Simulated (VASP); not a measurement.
Here is the system:

```xyz
2
Lattice="0.0000 3.2917 3.2917 3.2917 0.0000 3.2917 3.2917 3.2917 0.0000" Properties=species:S:1:pos:R:3 pbc="T T T"
In     0.0000     0.0000     0.0000
Sb     1.6459     1.6459     1.6459
```

These are PBEsol GGA, VASP's PBE PAW potentials (set 64) (plane waves; VASP 6.6.1) values and carry that method's errors. Numerical set-up: 520 eV cut-off, 10×10×10 Γ-centred mesh, first-order Methfessel-Paxton smearing of 0.10 eV, potentials In_d Sb.

Q: Give the stress tensor in GPa (positive for a compressed cell).

A: 
```
-1.16   0.00   0.00
 0.00  -1.16   0.00
 0.00   0.00  -1.16
```
The pressure is its mean diagonal, -1.16 GPa.

The compound is InSb in the zinc blende structure. This cell is one point of a volume scan, at 1.03 of the reference volume.
